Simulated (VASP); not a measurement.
CsPbCl3:

```
CELL_PARAMETERS angstrom
5.67707 0.00000 0.00000
0.00000 5.67707 0.00000
0.00000 0.00000 5.67707
ATOMIC_POSITIONS crystal
Cs 0.00000 0.00000 0.00000
Pb 0.50000 0.50000 0.50000
Cl 0.50000 0.50000 0.00000
Cl 0.50000 0.00000 0.50000
Cl 0.00000 0.50000 0.50000
```

The cell was built by a generator and needn't be a form met in nature.

Base run:

```yaml
Program: VASP 6.6.1
Functional: PBE
Potentials_or_basis: VASP PAW PBE potentials, release 64 (Cs_sv, Pb_d, Cl)
Cutoff: 520 eV
k_mesh: 4 × 4 × 4
Occupations: gaussian, width 0.01 eV
Spin: no spin polarisation
```

Its results: band gap on the k mesh 2.10 eV, direct; pressure 0.7 GPa.

Q: The run is repeated on the same cell with these changes: functional from PBE to LDA; potentials or basis from VASP PAW PBE potentials, release 64 (Cs_sv, Pb_d, Cl) to VASP PAW LDA potentials, release 64 (Cs_sv, Pb_d, Cl). What comes out?

A: Band gap on the k mesh 1.87 eV, direct; pressure -2.0 GPa.

Caveats: spin-orbit coupling is left out, which as a rule narrows the gap of such compounds by several tenths of an eV.

A k mesh can miss the band edges.
